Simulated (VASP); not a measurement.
A convergence study with VASP on FeAl (CsCl type): one setting is varied, all else stays as given below, so the limit is that of these other settings.

```yaml
crystal:
  lattice:
    - [2.91000, 0.00000, 0.00000]
    - [0.00000, 2.91000, 0.00000]
    - [0.00000, 0.00000, 2.91000]
  atoms:
    - { symbol: Al, position: [0.50000, 0.50000, 0.50000] }
    - { symbol: Fe, position: [0.00000, 0.00000, 0.00000] }
```

These are PBE GGA, VASP's PBE PAW potentials (set 64) (plane waves; VASP) values and carry that method's errors. The tightest run used: 550 eV cut-off, 22×22×22 Γ-centred mesh, first-order Methfessel-Paxton smearing of 0.10 eV, potentials Al Fe.

**Question.** The settings run are 1×1×1 mesh; 2×2×2 mesh; 3×3×3 mesh; 4×4×4 mesh; 5×5×5 mesh; 6×6×6 mesh; 7×7×7 mesh; 8×8×8 mesh; 9×9×9 mesh; 10×10×10 mesh; 11×11×11 mesh; 12×12×12 mesh; 13×13×13 mesh; 14×14×14 mesh; 15×15×15 mesh; 16×16×16 mesh; 17×17×17 mesh; 18×18×18 mesh; 19×19×19 mesh; 20×20×20 mesh; 21×21×21 mesh; 22×22×22 mesh. From which on does the energy per atom stay within 0.005 eV/atom of the tightest run?

**Answer.** From 10×10×10 mesh on: it is off by 0.0015 there and by no more than 0.005 in any finer run, while 9×9×9 mesh is off by 0.0070.
```json
[
 {"setting": "1×1×1 mesh", "E (eV/atom)": "-5.4089", "pressure (GPa)": "-24.55", "irreducible k-points": "1", "difference judged (eV/atom)": "0.8857"},
 {"setting": "2×2×2 mesh", "E (eV/atom)": "-6.2695", "pressure (GPa)": "-3.64", "irreducible k-points": "4", "difference judged (eV/atom)": "0.0251"},
 {"setting": "3×3×3 mesh", "E (eV/atom)": "-6.2483", "pressure (GPa)": "-6.79", "irreducible k-points": "4", "difference judged (eV/atom)": "0.0463"},
 {"setting": "4×4×4 mesh", "E (eV/atom)": "-6.3439", "pressure (GPa)": "-8.00", "irreducible k-points": "10", "difference judged (eV/atom)": "0.0493"},
 {"setting": "5×5×5 mesh", "E (eV/atom)": "-6.2595", "pressure (GPa)": "-6.26", "irreducible k-points": "10", "difference judged (eV/atom)": "0.0351"},
 {"setting": "6×6×6 mesh", "E (eV/atom)": "-6.2948", "pressure (GPa)": "-7.16", "irreducible k-points": "20", "difference judged (eV/atom)": "0.0002"},
 {"setting": "7×7×7 mesh", "E (eV/atom)": "-6.3004", "pressure (GPa)": "-7.20", "irreducible k-points": "20", "difference judged (eV/atom)": "0.0058"},
 {"setting": "8×8×8 mesh", "E (eV/atom)": "-6.2849", "pressure (GPa)": "-6.92", "irreducible k-points": "35", "difference judged (eV/atom)": "0.0097"},
 {"setting": "9×9×9 mesh", "E (eV/atom)": "-6.3016", "pressure (GPa)": "-7.27", "irreducible k-points": "35", "difference judged (eV/atom)": "0.0070"},
 {"setting": "10×10×10 mesh", "E (eV/atom)": "-6.2961", "pressure (GPa)": "-7.09", "irreducible k-points": "56", "difference judged (eV/atom)": "0.0015"},
 {"setting": "11×11×11 mesh", "E (eV/atom)": "-6.2928", "pressure (GPa)": "-7.08", "irreducible k-points": "56", "difference judged (eV/atom)": "0.0018"},
 {"setting": "12×12×12 mesh", "E (eV/atom)": "-6.2974", "pressure (GPa)": "-7.15", "irreducible k-points": "84", "difference judged (eV/atom)": "0.0028"},
 {"setting": "13×13×13 mesh", "E (eV/atom)": "-6.2935", "pressure (GPa)": "-7.04", "irreducible k-points": "84", "difference judged (eV/atom)": "0.0011"},
 {"setting": "14×14×14 mesh", "E (eV/atom)": "-6.2941", "pressure (GPa)": "-7.12", "irreducible k-points": "120", "difference judged (eV/atom)": "0.0005"},
 {"setting": "15×15×15 mesh", "E (eV/atom)": "-6.2958", "pressure (GPa)": "-7.12", "irreducible k-points": "120", "difference judged (eV/atom)": "0.0012"},
 {"setting": "16×16×16 mesh", "E (eV/atom)": "-6.2945", "pressure (GPa)": "-7.09", "irreducible k-points": "165", "difference judged (eV/atom)": "0.0001"},
 {"setting": "17×17×17 mesh", "E (eV/atom)": "-6.2952", "pressure (GPa)": "-7.13", "irreducible k-points": "165", "difference judged (eV/atom)": "0.0006"},
 {"setting": "18×18×18 mesh", "E (eV/atom)": "-6.2956", "pressure (GPa)": "-7.11", "irreducible k-points": "220", "difference judged (eV/atom)": "0.0010"},
 {"setting": "19×19×19 mesh", "E (eV/atom)": "-6.2947", "pressure (GPa)": "-7.09", "irreducible k-points": "220", "difference judged (eV/atom)": "0.0001"},
 {"setting": "20×20×20 mesh", "E (eV/atom)": "-6.2953", "pressure (GPa)": "-7.12", "irreducible k-points": "286", "difference judged (eV/atom)": "0.0007"},
 {"setting": "21×21×21 mesh", "E (eV/atom)": "-6.2952", "pressure (GPa)": "-7.10", "irreducible k-points": "286", "difference judged (eV/atom)": "0.0006"},
 {"setting": "22×22×22 mesh", "E (eV/atom)": "-6.2946", "pressure (GPa)": "-7.10", "irreducible k-points": "364", "difference judged (eV/atom)": "0.0000"}
]
```

Left out are rungs that failed or repeat a setting and relaxations that didn't move; long series are thinned to 24 rows.

The compound is FeAl in the CsCl type structure. The cell was not relaxed at this level. The run is not spin-polarised, so no magnetic state was tried. The electron count is odd and the run is not spin-polarised, which forces a metal.
